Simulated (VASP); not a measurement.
# NbRu3 (Pm-3m) in VASP: single point with LDA

Aim: the single point of NbRu3 with LDA.

Program: VASP 6.6.1. These are calculated values, not measurements. Logs are shortened: lines on timing, memory, paths and dates and some standing lists are left out, and cuts for length are marked.

## Step 1: The crystal as given

Symmetry: Pm-3m, No. 221, cubic system. The conventional cell has a = 3.885 Å, b = 3.885 Å, c = 3.885 Å, α = 90.00°, β = 90.00°, γ = 90.00°. Around Nb (site symmetry m-3m) lie 12 Ru at 2.75 Å. Ru (site symmetry 4/mmm) is surrounded by 4 Nb at 2.75 Å and 8 Ru at 2.75 Å.

The cell comes from a database or a generator and needn't be the stable form of this composition.

## Step 2: Single point, LDA

INCAR reads:

```
SYSTEM = NbRu3
PREC = Accurate ; ENCUT = 520
EDIFF = 1E-7 ; ISMEAR = -1
SIGMA = 0.05 ; LREAL = .False.
LASPH = .True. ; NELM = 100
ALGO = Normal ; ISIF = 2
LWAVE = .False. ; LCHARG = .False.
GGA = CA ; NBANDS = 36
```

KPOINTS reads:

```
Automatic mesh
0
Gamma
  9 9 9
  0 0 0
```

POSCAR reads:

```
NbRu3
1.0
    3.8851109900      0.0000000000      0.0000000000
    0.0000000000      3.8851109900      0.0000000000
    0.0000000000      0.0000000000      3.8851109900
Nb Ru
1 3
Direct
    0.0000000000      0.0000000000      0.0000000000
    0.0000000000      0.5000000000      0.5000000000
    0.5000000000      0.5000000000      0.0000000000
    0.5000000000      0.0000000000      0.5000000000
```

Potentials or basis: VASP PAW LDA potentials, release 64 (Nb_sv, Ru_pv).

Run with:

```sh
$ cat potpaw_LDA.64/Nb_sv/POTCAR potpaw_LDA.64/Ru_pv/POTCAR > POTCAR
$ mpirun -np 1 vasp_std > vasp.out
```

OUTCAR:

```text
SYSTEM = NbRu3
   PREC = Accurate
   ENCUT = 520
   EDIFF = 1E-7
   ISMEAR = -1
   LREAL = .False.
   LASPH = .True.
   NELM = 100
   ISIF = 2
   GGA = CA

 ion  position               nearest neighbor table
   1  0.000  0.000  0.000-   2 2.75   3 2.75   4 2.75   2 2.75   4 2.75   2 2.75   3 2.75   2 2.75
                             3 2.75   4 2.75   4 2.75   3 2.75
   2  0.000  0.500  0.500-   1 2.75   3 2.75   4 2.75   1 2.75   3 2.75   1 2.75   4 2.75   1 2.75
                             3 2.75   4 2.75   3 2.75   4 2.75
   3  0.500  0.500  0.000-   1 2.75   2 2.75   4 2.75   2 2.75   4 2.75   1 2.75   4 2.75   4 2.75
                             1 2.75   2 2.75   2 2.75   1 2.75
   4  0.500  0.000  0.500-   1 2.75   2 2.75   3 2.75   1 2.75   3 2.75   2 2.75   3 2.75   3 2.75
                             1 2.75   2 2.75   1 2.75   2 2.75

  LATTYP: Found a simple cubic cell.
 ALAT       =     3.8851109900

  Lattice vectors:

 A1 = (   3.8851109900,   0.0000000000,   0.0000000000)
 A2 = (   0.0000000000,   3.8851109900,   0.0000000000)
 A3 = (   0.0000000000,   0.0000000000,   3.8851109900)

Analysis of symmetry for initial positions (statically):
=====================================================================
 Subroutine PRICEL returns:
 Original cell was already a primitive cell.

 Routine SETGRP: Setting up the symmetry group for a
 simple cubic supercell.

 Subroutine GETGRP returns: Found 48 space group operations
 (whereof 48 operations were pure point group operations)
 out of a pool of 48 trial point group operations.

The static configuration has the point symmetry O_h .

Analysis of symmetry for dynamics (positions and initial velocities):
=====================================================================
 Subroutine PRICEL returns:
 Original cell was already a primitive cell.

 Routine SETGRP: Setting up the symmetry group for a
 simple cubic supercell.

 Subroutine GETGRP returns: Found 48 space group operations
 (whereof 48 operations were pure point group operations)
 out of a pool of 48 trial point group operations.

The dynamic configuration has the point symmetry O_h .

 Subroutine INISYM returns: Found 48 space group operations
 (whereof 48 operations are pure point group operations),
 and found     1 'primitive' translations

----------------------------------------------------------------------------------------

                                     Primitive cell

  volume of cell :      58.6422

  direct lattice vectors                    reciprocal lattice vectors
     3.885110990  0.000000000  0.000000000     0.257392904  0.000000000  0.000000000
     0.000000000  3.885110990  0.000000000     0.000000000  0.257392904  0.000000000
     0.000000000  0.000000000  3.885110990     0.000000000  0.000000000  0.257392904

  length of vectors
     3.885110990  3.885110990  3.885110990     0.257392904  0.257392904  0.257392904

  position of ions in fractional coordinates (direct lattice)
     0.000000000  0.000000000  0.000000000
     0.000000000  0.500000000  0.500000000
     0.500000000  0.500000000  0.000000000
     0.500000000  0.000000000  0.500000000

  ion indices of the primitive-cell ions
   primitive index   ion index
                 1           1
                 2           2
                 3           3
                 4           4

----------------------------------------------------------------------------------------

 KPOINTS: Automatic mesh

Automatic generation of k-mesh.
 Grid dimensions read from file:
 generate k-points for:    9    9    9

 Generating k-lattice:

  Cartesian coordinates                     Fractional coordinates (reciprocal lattice)
     0.028599212  0.000000000  0.000000000     0.111111111  0.000000000  0.000000000
     0.000000000  0.028599212  0.000000000     0.000000000  0.111111111  0.000000000
     0.000000000  0.000000000  0.028599212     0.000000000  0.000000000  0.111111111

  Length of vectors
     0.028599212  0.028599212  0.028599212

  Shift w.r.t. Gamma in fractional coordinates (k-lattice)
     0.000000000  0.000000000  0.000000000

 Subroutine IBZKPT returns following result:
 ===========================================

 Found     35 irreducible k-points:

 Following reciprocal coordinates:
            Coordinates               Weight
  0.000000  0.000000  0.000000      1.000000
  0.111111  0.000000  0.000000      6.000000
  0.222222  0.000000  0.000000      6.000000
  0.333333  0.000000  0.000000      6.000000
  0.444444  0.000000  0.000000      6.000000
  0.111111  0.111111  0.000000     12.000000
[... 16 lines left out ...]
  0.333333  0.333333  0.111111     24.000000
  0.444444  0.333333  0.111111     48.000000
 [... further k-points ...]
   k-points           NKPTS =     35   k-points in BZ     NKDIM =     35   number of bands    NBANDS=     36
   number of dos      NEDOS =    301   number of ions     NIONS =      4
   total plane-waves  NPLWV =  27000
   dimension x,y,z NGX =    30 NGY =   30 NGZ =   30
   dimension x,y,z NGXF=    60 NGYF=   60 NGZF=   60
   ions per type =               1   3
   NGX,Y,Z   is equivalent  to a cutoff of  12.84, 12.84, 12.84 a.u.
   NGXF,Y,Z  is equivalent  to a cutoff of  25.67, 25.67, 25.67 a.u.
 SYSTEM =  NbRu3
   PREC   = accura    normal or accurate (medium, high low for compatibility)
   ISTART =      0    job   : 0-new  1-cont  2-samecut
   ICHARG =      2    charge: 1-file 2-atom 10-const
   ISPIN  =      1    spin polarized calculation?
   LNONCOLLINEAR =      F non collinear calculations
   LSORBIT =      F    spin-orbit coupling
   LASPH  =      T    aspherical Exc in radial PAW
   ENCUT  =  520.0 eV  38.22 Ry    6.18 a.u.   7.22  7.22  7.22*2*pi/ulx,y,z
   NELM   =    100;   NELMIN=  2; NELMDL= -5     # of ELM steps
   EDIFF  = 0.1E-06   stopping-criterion for ELM
   LREAL  =      F    real-space projection
   EDIFFG = 0.1E-05   stopping-criterion for IOM
   NSW    =      0    number of steps for IOM
   IBRION =     -1    ionic relax: 0-MD 1-quasi-New 2-CG
   NFREE  =      0    steps in history (QN), initial steepest desc. (CG)
   ISIF   =      2    stress and relaxation
   ISYM   =      2    0-nonsym 1-usesym 2-fastsym
   POTIM  = 0.5000    time-step for ionic-motion
   TEBEG  =    0.0;   TEEND  =   0.0 temperature during run
   PSTRESS=    0.0 pullay stress
   NELECT =      55.0000    total number of electrons
   NUPDOWN=      -1.0000    fix difference up-down
   EMIN   =  10.00;   EMAX   =-10.00  energy-range for DOS
   EFERMI =   0.00;   METHOD = LEGACY
   ISMEAR =    -1;   SIGMA  =   0.05  broadening in eV -4-tet -1-fermi 0-gaus
   EFERMI_NEDOS =   21; number of points for ismear=-14 and -15
   IALGO  =     38    algorithm
   IMIX   =      4    mixing-type and parameters
     AMIX     =   0.40;   BMIX     =  1.00
     AMIX_MAG =   1.60;   BMIX_MAG =  1.00
  volume/ion in A,a.u.               =      14.66        98.93
  Fermi-wavevector in a.u.,A,eV,Ry     =   1.602479  3.028246 34.938922  2.567938
  Thomas-Fermi vector in A             =   2.699293
   LORBIT       =      0    0 simple, 1 ext, 2 COOP (PROOUT), +10 PAW based schemes
   GGA     = CA    functional components
   LHFCALC =     F    Hartree Fock is set to
   AEXX    =    0.0000 exact exchange contribution
   IVDW    =     0    specifies the selected vdW correction
   LEPSILON=     F    determine dielectric tensor
   LRPA    =     F    only Hartree local field effects (RPA)
 non-spin polarized calculation
  energy-cutoff  :      520.00
  volume of cell :       58.64
 maximum number of plane-waves:      1596
 NGX is ok and might be reduce to    30
   NGX = 15   NGY = 15   NGZ = 15

 number of electron      55.0000003 magnetization

 Free energy of the ion-electron system (eV)
  ---------------------------------------------------
  ext. energy  EPLUGINS =         0.00000000
  ---------------------------------------------------
  free energy    TOTEN  =       -43.74950710 eV

  energy without entropy =      -43.70461906  energy(sigma->0) =      -43.72706308

 E-fermi :  11.9577     XC(G=0): -13.8877

 val. band max:       11.9525495847   @ k =   0.4444   0.4444   0.3333
 cond. band min:      11.9727824789   @ k =   0.2222   0.2222   0.2222
 fundamental gap:      0.0202328943
 Fermi energy:        11.9577408036

 k-point     1 :       0.0000    0.0000    0.0000
  band No.  band energies     occupation
      1     -42.4806      2.00000
      2     -30.5529      2.00000
      3     -30.5529      2.00000
      4     -30.5529      2.00000
      5     -30.1688      2.00000
      6     -30.1688      2.00000
[... 28 lines left out ...]
     35      16.6702      0.00000
     36      16.6702      0.00000

 k-point     2 :       0.1111    0.0000    0.0000
  band No.  band energies     occupation
      1     -42.4808      2.00000
      2     -30.5427      2.00000
      3     -30.5427      2.00000
      4     -30.5359      2.00000
      5     -30.1721      2.00000
      6     -30.1721      2.00000
[... 28 lines left out ...]
     35      16.6587      0.00000
     36      17.5916      0.00000

 k-point     3 :       0.2222    0.0000    0.0000
  band No.  band energies     occupation
      1     -42.4813      2.00000
      2     -30.5147      2.00000
      3     -30.5147      2.00000
      4     -30.4870      2.00000
      5     -30.1828      2.00000
      6     -30.1828      2.00000
[... 28 lines left out ...]
     35      16.6323      0.00000
     36      19.0768      0.00000
[... 742 lines left out ...]
 k-point    23 :       0.3333    0.3333    0.1111
  band No.  band energies     occupation
      1     -42.4809      2.00000
      2     -30.5531      2.00000
      3     -30.4064      2.00000
      4     -30.3295      2.00000
      5     -30.3275      2.00000
      6     -30.2308      2.00000
[... 28 lines left out ...]
     35      16.5472      0.00000
     36      18.0408      0.00000

 k-point    24 :       0.4444    0.3333    0.1111
  band No.  band energies     occupation
      1     -42.4806      2.00000
      2     -30.5482      2.00000
      3     -30.4337      2.00000
      4     -30.3199      2.00000
      5     -30.3161      2.00000
      6     -30.2539      2.00000
[... 28 lines left out ...]
     35      15.8475      0.00000
     36      18.4912      0.00000

 [... further k-points ...]
[... 5 lines left out ...]
  --------------------------------------------------------------------------------------
  -------------------------------------------------------------------------------------
  Total       -4.3826048     -4.3826048     -4.3826048     -0.0000000      0.0000000      0.0000000
  in kB     -119.7381673   -119.7381673   -119.7381673     -0.0000000      0.0000000      0.0000000
  external PRESSURE =    -119.7381673 kB  Pullay stress =       0.0000000 kB

 VOLUME and BASIS-vectors are now :
 -----------------------------------------------------------------------------
  energy-cutoff  :      520.00
  volume of cell :       58.64
      direct lattice vectors                 reciprocal lattice vectors
     3.885110990  0.000000000  0.000000000     0.257392904  0.000000000  0.000000000
     0.000000000  3.885110990  0.000000000     0.000000000  0.257392904  0.000000000
     0.000000000  0.000000000  3.885110990     0.000000000  0.000000000  0.257392904

 POSITION                                       TOTAL-FORCE (eV/Angst)
 -----------------------------------------------------------------------------------
      0.00000      0.00000      0.00000         0.000000      0.000000      0.000000
      0.00000      1.94256      1.94256         0.000000      0.000000      0.000000
      1.94256      1.94256      0.00000         0.000000      0.000000      0.000000
      1.94256      0.00000      1.94256         0.000000      0.000000      0.000000
 -----------------------------------------------------------------------------------
    total drift:                                0.000000      0.000000     -0.000000

  FREE ENERGIE OF THE ION-ELECTRON SYSTEM (eV)
  ---------------------------------------------------
  free  energy   TOTEN  =       -43.7495071028 eV

  energy  without entropy=      -43.7046190584  energy(sigma->0) =      -43.72706308
```

Run time: 29 s. Hardware: 1 thread of Intel Xeon 6975P-C (Granite Rapids), shared host; peak memory 0.18 GiB.

What came out:

* Free energy: -43.7495 eV
* Pressure: -12.0 GPa
* Band gap on the k mesh: none (metal or under the smearing width)
